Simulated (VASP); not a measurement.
# Be4TeSe3 (I-42m) in VASP: phonons with PBE

Aim: the phonons of Be4TeSe3 with PBE.

Everything below comes from runs of VASP 6.6.1. Logs are shortened: lines on timing, memory, paths and dates and some standing lists are left out, and cuts for length are marked.

## Step 1: The crystal as given

Symmetry: I-42m, No. 121, tetragonal system. The conventional cell has a = 5.308 Å, b = 5.308 Å, c = 10.603 Å, α = 90.00°, β = 90.00°, γ = 90.00°. Be (site symmetry m) is surrounded by 3 Se at 2.25 to 2.27 Å and 1 Te at 2.41 Å. Around Te (site symmetry -42m) lie 4 Be at 2.41 Å. Around Se (site symmetry -4) lie 4 Be at 2.27 Å. Se (site symmetry -42m) is surrounded by 4 Be at 2.25 Å.

The cell was built by a generator and needn't be a form met in nature.

## Step 2: Phonons, PBE

File POSCAR:

```
Be4TeSe3
1.0
   -2.6541400000      2.6541400000      5.3014100000
    2.6541400000     -2.6541400000      5.3014100000
    2.6541400000      2.6541400000     -5.3014100000
Be Te Se
4 1 3
Direct
    0.3666420000      0.8933660000      0.0000000000
    0.8933660000      0.3666420000      0.0000000000
    0.6333580000      0.6333580000      0.5267240000
    0.1066340000      0.1066340000      0.4732760000
    0.5000000000      0.5000000000      0.0000000000
    0.7500000000      0.2500000000      0.5000000000
    0.2500000000      0.7500000000      0.5000000000
    0.0000000000      0.0000000000      0.0000000000
```

File INCAR.step1:

```
SYSTEM = Be4TeSe3
PREC     = Accurate       ! precision mode
ENCUT    = 520            ! plane-wave cutoff, eV
EDIFF    = 1E-8           ! SCF threshold, eV
ISMEAR   = 0              ! smearing method
SIGMA    = 0.03           ! smearing width, eV
LREAL    = .False.        ! projectors in reciprocal space
LASPH    = .True.         ! aspherical terms in the spheres
NELM     = 100            ! most SCF steps
ALGO     = Normal         ! electronic algorithm
ISIF     = 3              ! what is computed and relaxed
LWAVE    = .False.        ! write WAVECAR
LCHARG   = .False.        ! write CHGCAR
GGA      = PE             ! functional
KPAR     = 4            
IBRION   = 2              ! ionic algorithm
NSW      = 40             ! ionic steps
EDIFFG   = -0.002         ! ionic threshold
```

File INCAR.step2:

```
SYSTEM = Be4TeSe3
PREC     = Accurate       ! precision mode
ENCUT    = 520            ! plane-wave cutoff, eV
EDIFF    = 1E-8           ! SCF threshold, eV
ISMEAR   = 0              ! smearing method
SIGMA    = 0.03           ! smearing width, eV
LREAL    = .False.        ! projectors in reciprocal space
LASPH    = .True.         ! aspherical terms in the spheres
NELM     = 100            ! most SCF steps
ALGO     = Normal         ! electronic algorithm
ISIF     = 2              ! what is computed and relaxed
LWAVE    = .False.        ! write WAVECAR
LCHARG   = .False.        ! write CHGCAR
GGA      = PE             ! functional
KPAR     = 4            
IBRION   = 6              ! ionic algorithm
NFREE    = 2            
POTIM    = 0.015          ! step
NSW      = 1              ! ionic steps
```

File KPOINTS:

```
regular mesh
0
Gamma
  6 6 6
  0 0 0
```

Potentials or basis: VASP PAW PBE potentials, release 64 (Be, Te, Se).

Command:

```console
cat potpaw_PBE.64/Be/POTCAR potpaw_PBE.64/Te/POTCAR potpaw_PBE.64/Se/POTCAR > POTCAR
cp INCAR.step1 INCAR
mpirun -np 4 vasp_std > vasp.out
cp CONTCAR POSCAR
cp INCAR.step2 INCAR
mpirun -np 4 vasp_std > vasp.out
```

OUTCAR:

```text
SYSTEM = Be4TeSe3
   PREC = Accurate
   ENCUT = 520
   EDIFF = 1E-8
   ISMEAR = 0
   LREAL = .False.
   LASPH = .True.
   NELM = 100
   ISIF = 2
   GGA = PE
   IBRION = 6
   NFREE = 2
   POTIM = 0.015
   NSW = 1

 ion  position               nearest neighbor table
   1  0.367  0.893  0.000-   8 2.25   6 2.27   7 2.27   5 2.41
   2  0.893  0.367  0.000-   8 2.25   7 2.27   6 2.27   5 2.41
   3  0.633  0.633  0.527-   8 2.25   7 2.27   6 2.27   5 2.41
   4  0.107  0.107  0.473-   8 2.25   7 2.27   6 2.27   5 2.41
   5  0.500  0.500  0.000-   3 2.41   1 2.41   2 2.41   4 2.41
   6  0.750  0.250  0.500-   2 2.27   3 2.27   4 2.27   1 2.27
   7  0.250  0.750  0.500-   1 2.27   3 2.27   4 2.27   2 2.27
   8  0.000  0.000  0.000-   1 2.25   2 2.25   3 2.25   4 2.25

  LATTYP: Found a body centered tetragonal cell.
 ALAT       =     5.3081653623
 C/A-ratio  =     1.9973056210

  Lattice vectors:

 A1 = (  -2.6540826812,   2.6540826812,   5.3010142578)
 A2 = (   2.6540826812,  -2.6540826812,   5.3010142578)
 A3 = (   2.6540826812,   2.6540826812,  -5.3010142578)

Analysis of symmetry for initial positions (statically):
=====================================================================
 Subroutine PRICEL returns:
 Original cell was already a primitive cell.

 Routine SETGRP: Setting up the symmetry group for a
 body centered tetragonal supercell.

 Subroutine GETGRP returns: Found  8 space group operations
 (whereof  8 operations were pure point group operations)
 out of a pool of 16 trial point group operations.

The static configuration has the point symmetry D_2d.

Analysis of symmetry for dynamics (positions and initial velocities):
=====================================================================
 Subroutine PRICEL returns:
 Original cell was already a primitive cell.

 Routine SETGRP: Setting up the symmetry group for a
 body centered tetragonal supercell.

 Subroutine GETGRP returns: Found  8 space group operations
 (whereof  8 operations were pure point group operations)
 out of a pool of 16 trial point group operations.

The dynamic configuration has the point symmetry D_2d.

 Subroutine INISYM returns: Found  8 space group operations
 (whereof  8 operations are pure point group operations),
 and found     1 'primitive' translations

----------------------------------------------------------------------------------------

                                     Primitive cell

  volume of cell :     149.3647

  direct lattice vectors                    reciprocal lattice vectors
    -2.654082681  2.654082681  5.301014258     0.000000000  0.188389007  0.094321572
     2.654082681 -2.654082681  5.301014258     0.188389007  0.000000000  0.094321572
     2.654082681  2.654082681 -5.301014258     0.188389007  0.188389007  0.000000000

  length of vectors
     6.495310764  6.495310764  6.495310764     0.210682170  0.210682170  0.266422288

  position of ions in fractional coordinates (direct lattice)
     0.366639607  0.893339552  0.000000000
     0.893339552  0.366639607  0.000000000
     0.633360393  0.633360393  0.526699945
     0.106660448  0.106660448  0.473300055
     0.500000000  0.500000000  0.000000000
     0.750000000  0.250000000  0.500000000
     0.250000000  0.750000000  0.500000000
     0.000000000  0.000000000  0.000000000

  ion indices of the primitive-cell ions
   primitive index   ion index
                 1           1
                 2           2
                 3           3
                 4           4
                 5           5
                 6           6
                 7           7
                 8           8

----------------------------------------------------------------------------------------

[... 85 lines left out ...]
   EFERMI_NEDOS =   21; number of points for ismear=-14 and -15
   IALGO  =     38    algorithm
   IMIX   =      4    mixing-type and parameters
     AMIX     =   0.40;   BMIX     =  1.00
     AMIX_MAG =   1.60;   BMIX_MAG =  1.00
  volume/ion in A,a.u.               =      18.67       126.00
  Fermi-wavevector in a.u.,A,eV,Ry     =   0.979585  1.851148 13.055975  0.959587
  Thomas-Fermi vector in A             =   2.110450
   LORBIT       =      0    0 simple, 1 ext, 2 COOP (PROOUT), +10 PAW based schemes
   GGA     = PE    functional components
   LHFCALC =     F    Hartree Fock is set to
   AEXX    =    0.0000 exact exchange contribution
   IVDW    =     0    specifies the selected vdW correction
   LEPSILON=     F    determine dielectric tensor
   LRPA    =     F    only Hartree local field effects (RPA)
 finite differences with symmetry
 non-spin polarized calculation
 Gauss-broadening in eV      SIGMA  =   0.03
  energy-cutoff  :      520.00
  volume of cell :      149.36
 maximum number of plane-waves:      4044
   NGX = 25   NGY = 25   NGZ = 25

--------------------------------------- Ionic step        1  -------------------------------------------

 number of electron      32.0000002 magnetization

 Free energy of the ion-electron system (eV)
  ---------------------------------------------------
  ext. energy  EPLUGINS =         0.00000000
  ---------------------------------------------------
  free energy    TOTEN  =       -34.00857554 eV

  energy without entropy =      -34.00857554  energy(sigma->0) =      -34.00857554

------------------------ aborting loop because EDIFF is reached ----------------------------------------

  FORCE on cell =-STRESS in cart. coord.  units (eV):
  Direction    XX          YY          ZZ          XY          YZ          ZX
  --------------------------------------------------------------------------------------
  -------------------------------------------------------------------------------------
  Total        0.0033907      0.0033907     -0.0016763      0.0000000      0.0000000      0.0000000
  in kB        0.0363705      0.0363705     -0.0179813      0.0000000      0.0000000      0.0000000
  external PRESSURE =       0.0182532 kB  Pullay stress =       0.0000000 kB
[... 107 lines left out ...]
  FREE ENERGIE OF THE ION-ELECTRON SYSTEM (eV)
  ---------------------------------------------------
  free  energy   TOTEN  =       -34.0078035324 eV

  energy  without entropy=      -34.0078035324  energy(sigma->0) =      -34.00780353

[... ionic steps 4 to 14 ...]

--------------------------------------- Ionic step       15  -------------------------------------------

 number of electron      32.0000001 magnetization

------------------------ aborting loop because EDIFF is reached ----------------------------------------
[... 79 lines left out ...]
--------------------------------------- Ionic step       17  -------------------------------------------

 number of electron      32.0000002 magnetization

 Free energy of the ion-electron system (eV)
  ---------------------------------------------------
  ext. energy  EPLUGINS =         0.00000000
  ---------------------------------------------------
  free energy    TOTEN  =       -34.00747924 eV

  energy without entropy =      -34.00747924  energy(sigma->0) =      -34.00747924

 E-fermi :   3.8869     XC(G=0):  -9.2552

 val. band max:        3.7547014871   @ k =   0.0000   0.0000   0.0000
 cond. band min:       6.0680901490   @ k =   0.0000   0.0000   0.0000
 fundamental gap:      2.3133886619
 Fermi energy:         3.8868812596

 k-point     1 :       0.0000    0.0000    0.0000
  band No.  band energies     occupation
      1      -9.8017      2.00000
      2      -8.4713      2.00000
      3      -8.4209      2.00000
      4      -6.4180      2.00000
      5      -1.3097      2.00000
      6      -0.7186      2.00000
[... 565 lines left out ...]
     20       8.1170      0.00000
     21       8.3855      0.00000

 [... further k-points ...]

------------------------ aborting loop because EDIFF is reached ----------------------------------------

  FORCE on cell =-STRESS in cart. coord.  units (eV):
  Direction    XX          YY          ZZ          XY          YZ          ZX
  --------------------------------------------------------------------------------------
  -------------------------------------------------------------------------------------
  Total        0.0059294      0.0059294     -0.0002412      0.0548588      0.0000000      0.0000000
  in kB        0.0636020      0.0636020     -0.0025878      0.5884492      0.0000000      0.0000000
  external PRESSURE =       0.0415388 kB  Pullay stress =       0.0000000 kB
[... 23 lines left out ...]
  FREE ENERGIE OF THE ION-ELECTRON SYSTEM (eV)
  ---------------------------------------------------
  free  energy   TOTEN  =       -34.0074792430 eV

  energy  without entropy=      -34.0074792430  energy(sigma->0) =      -34.00747924

 INTERNAL STRAIN TENSORS FROM DISPLACED ATOMS
 ============================================

 INTERNAL STRAIN TENSOR FOR ION    1 for displacements in x,y,z  (eV/Angst):
          X           Y           Z          XY          YZ          ZX
  --------------------------------------------------------------------------------
  x    -0.40042    -0.38753    -0.32432     0.36758     3.86877    -0.68974
  y     0.38753     0.40042     0.32432    -0.36758    -0.68974     3.86877
  z    -0.42200    -0.42200    -0.76198     3.89536     0.37823    -0.37823

 INTERNAL STRAIN TENSOR FOR ION    8 for displacements in x,y,z  (eV/Angst):
          X           Y           Z          XY          YZ          ZX
  --------------------------------------------------------------------------------
  x     0.00000     0.00000     0.00000     0.00000    -4.14752     0.00000
  y     0.00000     0.00000     0.00000     0.00000     0.00000    -4.14752
  z     0.00000     0.00000     0.00000    -3.65791     0.00000     0.00000

 Eigenvectors and eigenvalues of the dynamical matrix
 ----------------------------------------------------

   1 f  =   17.208665 THz   108.125228 2PiTHz  574.019261 cm-1    71.169286 meV
             X         Y         Z           dx          dy          dz
      1.397905 -1.397905  6.679167     0.000473   -0.000473    0.500000
     -1.397905  1.397905  6.679167    -0.000473    0.000473    0.500000
      1.397905  1.397905  3.922861     0.000473    0.000473   -0.500000
      1.256177  1.256177 -1.378153    -0.000473   -0.000473   -0.500000
      0.000000  0.000000  5.301014     0.000000   -0.000000    0.000000
      0.000000  2.654083  2.650507     0.000000    0.000000   -0.000000
      2.654083  0.000000  2.650507     0.000000    0.000000    0.000000
      0.000000  0.000000  0.000000    -0.000000    0.000000    0.000000
[... 243 lines left out ...]
  24 f/i=    0.000463 THz     0.002908 2PiTHz    0.015437 cm-1     0.001914 meV
             X         Y         Z           dx          dy          dz
      1.397905 -1.397905  6.679167     0.031410    0.146665    0.000001
     -1.397905  1.397905  6.679167     0.031410    0.146665   -0.000001
      1.397905  1.397905  3.922861     0.031442    0.146672    0.000001
      1.256177  1.256177 -1.378153     0.031442    0.146672   -0.000001
      0.000000  0.000000  5.301014     0.118267    0.551958    0.000000
      0.000000  2.654083  2.650507     0.093027    0.434118    0.000000
      2.654083  0.000000  2.650507     0.093008    0.434122    0.000000
      0.000000  0.000000  0.000000     0.093023    0.434143    0.000000

 ELASTIC MODULI CONTR FROM IONIC RELAXATION (kBar)
 Direction    XX          YY          ZZ          XY          YZ          ZX
 --------------------------------------------------------------------------------
 XX          -2.6613     -1.7682     -2.5102     -0.0000      0.0000     -0.0000
 YY          -1.7682     -2.6613     -2.5102     -0.0000      0.0000     -0.0000
 ZZ          -2.5102     -2.5102     -3.3073      0.0000      0.0000     -0.0000
 XY          -0.0000     -0.0000     -0.0000    -95.7397      0.0000     -0.0000
 YZ          -0.0000      0.0000      0.0000      0.0000    -96.0388     -0.0000
 ZX           0.0000     -0.0000     -0.0000      0.0000     -0.0000    -96.0388
 --------------------------------------------------------------------------------
```

Run time: 9.8 min. Hardware: 4 MPI ranks of Intel Xeon 6975P-C (Granite Rapids), shared host; peak memory 0.76 GiB.

What came out:

```
Highest phonon frequency at Γ, LO-TO splitting left out : 574 cm⁻¹
```

Phonon frequencies in cm⁻¹ (negative: imaginary):
```tsv
q point	frequencies
(0.000, 0.000, 0.000)	0 0 0 125 125 138 158 159 159 182 182 202 422 422 432 432 443 473 484 484 485 490 515 574
```

Spin-orbit coupling is left out, which matters for the levels of Te.
